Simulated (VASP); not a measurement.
A run of VASP 6.6.1 is set up as follows.

INCAR

```
SYSTEM = Li4P
  PREC = Accurate
  ENCUT = 520
  EDIFF = 1E-7
  ISMEAR = -1
  SIGMA = 0.05
  LREAL = .False.
  LASPH = .True.
  NELM = 80
  ALGO = Normal
  ISIF = 2
  LWAVE = .False.
  LCHARG = .False.
  GGA = PE
  NBANDS = 16
```

The input KPOINTS:

```
Automatic mesh
0
Gamma
  7 7 7
  0 0 0
```

Contents of POSCAR:

```
Li4P
1.0
    4.8297946900      0.0000000000      0.0000000000
   -2.4148973500      4.1827249000      0.0000000000
    0.0000000000      0.0000000000      3.8701965400
Li P
4 1
Direct
    0.6178541100      0.0000000000      0.0000000000
    0.0000000000      0.6178541100      0.0000000000
    0.3821458900      0.3821458900      0.0000000000
    0.0000000000      0.0000000000      0.5000000000
    0.0000000000      0.0000000000      0.0000000000
```

Potentials or basis: VASP PAW PBE potentials, release 64 (Li_sv, P).

The run is started by

```bash
$ cat potpaw_PBE.64/Li_sv/POTCAR potpaw_PBE.64/P/POTCAR > POTCAR
$ mpirun -np 1 vasp_std > vasp.out
```

**Question.** Estimate the largest force.

**Answer.** 4.687 eV/Å.

**Question.** Estimate the band gap on the k mesh.

**Answer.** None (metal or under the smearing width).

Forces in eV/Å, atoms in the order of the input:
```
Li  -4.687  0.000  0.000
Li   2.343 -4.059  0.000
Li   2.343  4.059  0.000
Li   0.000  0.000  0.000
P    0.000  0.000  0.000
```

Caveat: forces of over 1 eV/Å show positions far from the minimum, so gaps and moduli don't describe the material at rest.
